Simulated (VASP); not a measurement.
An input for Ansatz (written as the equivalent of a VASP run, and not itself run):

Ansatz 0.2 input:
```yaml
crystal:
  lattice:
    - [4.3970646, 0.0000000, 0.0000000]
    - [-2.1985318, 3.8079689, 0.0000000]
    - [0.0000000, 0.0000000, 2.4647171]
  atoms:
    - { symbol: P, position: [0.0000000, 0.0000000, 0.0000000] }
    - { symbol: P, position: [0.3333330, 0.6666670, 0.5000000] }
    - { symbol: P, position: [0.6666670, 0.3333330, 0.4188548] }
kpoints:
  mp_grid: { grid: [8, 8, 12] }
hamiltonian:
  xc: pbesol
  pseudopotentials: { kind: paw }
scf:
  occupations: { method: methfessel_paxton, width: 0.1 }
  max_iter: 100
output: { forces: true, stress: true, eigenvalues: true }
```

Write the VASP files for the same calculation (PBEsol).

This is not unique; one that fits is 
INCAR:
```
! general
SYSTEM=P
PREC  =Accurate
ENCUT =480
LREAL =.FALSE.
LASPH =.TRUE.   ! aspherical one-centre terms

! electronic loop
EDIFF =1E-7
NELM  =100
ALGO  =Normal   ! blocked Davidson

! smearing
ISMEAR=1
SIGMA =0.1

! functional
GGA   =PS

! ions
ISIF  =2

! output
LWAVE =.FALSE.
LCHARG=.FALSE.
```

### KPOINTS
```
Automatic mesh
0
Gamma
8 8 12
0 0 0
```

POSCAR:
```
P
4.3970650
  0.9999999156   0.0000000010   0.0000000000
 -0.4999998420   0.8660251452   0.0000000000
  0.0000000000   0.0000000000   0.5605368840
P
3
direct
  0.0000000000   0.0000000000   0.0000000000
  0.3333330000   0.6666670000   0.5000000000
  0.6666670000   0.3333330000   0.4188547850
```

POTCAR, in this order: P (PBE.64 set). Program: vasp_std.

What does not carry over: each code has its own PAW files, so the cut-off isn't converted (ENCUT is set for VASP's; basis.ecutwfc is left out, and Ansatz then takes the one that its files recommend); Ansatz stops its SCF on the density residual and VASP on the energy change (EDIFF).

The structure was generated: P was put into the omega type (P6/mmm), which need not be its known phase. This cell was strained or had an atom moved on purpose.
